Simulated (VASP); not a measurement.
All values below come from HSE06 screened hybrid, VASP's PBE PAW potentials (set 64) (plane waves; VASP 6.6.1).

Input for VASP

POSCAR:
```
LiF
1.0
  0.0000000000   2.0553000000   2.0553000000
  2.0553000000   0.0000000000   2.0553000000
  2.0553000000   2.0553000000   0.0000000000
Li F
1 1
Cart
  0.0000000000   0.0000000000   0.0000000000
  2.0553000000   2.0553000000   2.0553000000
```

### KPOINTS
```
Automatic mesh
0
Gamma
2 2 2
0 0 0
```

### INCAR
```
SIGMA = 0.05
LCHARG = F
ISYM = 3
HFSCREEN = 0.2   ! 1/Angstrom
ENCUT = 520   ! plane-wave cut-off (eV)
EDIFF = 1E-6
ALGO = Normal
LASPH = T   ! aspherical one-centre terms
NELM = 100   ! most electronic steps
LREAL = F
ISMEAR = 0   ! Gaussian
ISIF = 2
PRECFOCK = Fast
SYSTEM = LiF
PREC = Accurate
LHFCALC = T
LWAVE = F
AEXX = 0.25
GGA = PE
```

POTCAR, in this order: Li_sv F (PBE.64 set). Program: vasp_std.

Gaps are read on the run's mesh, which can miss a band edge.

Q: Predict the energy per atom (σ→0), pressure, band gap (on the k-mesh).

A: 
The energy per atom (σ→0) is -5616 meV/atom. The band gap (on the k-mesh) comes out as 10.89 eV and the pressure is -1.47 GPa.

### OSZICAR
```
...
DAV:  13    -0.112312932885E+02   -0.10165E-03   -0.41892E-05    80   0.844E-02    0.533E-02
DAV:  14    -0.112313421392E+02   -0.48851E-04   -0.17277E-05    88   0.546E-02    0.325E-02
DAV:  15    -0.112313650728E+02   -0.22934E-04   -0.71071E-06    80   0.341E-02    0.201E-02
DAV:  16    -0.112313755320E+02   -0.10459E-04   -0.30607E-06    88   0.220E-02    0.125E-02
DAV:  17    -0.112313802902E+02   -0.47582E-05   -0.12745E-06    80   0.138E-02    0.784E-03
DAV:  18    -0.112313824125E+02   -0.21222E-05   -0.54501E-07    88   0.900E-03    0.493E-03
DAV:  19    -0.112313833557E+02   -0.94326E-06   -0.22585E-07    70   0.571E-03
   1 F= -.11231383E+02 E0= -.11231383E+02  d E =-.253179E-22
```

The compound is LiF in the rock salt structure. The cell was not relaxed at this level. The k-mesh is coarse (spacing up to 1.32 per Å, 2π included), so the numbers may not be converged in it.
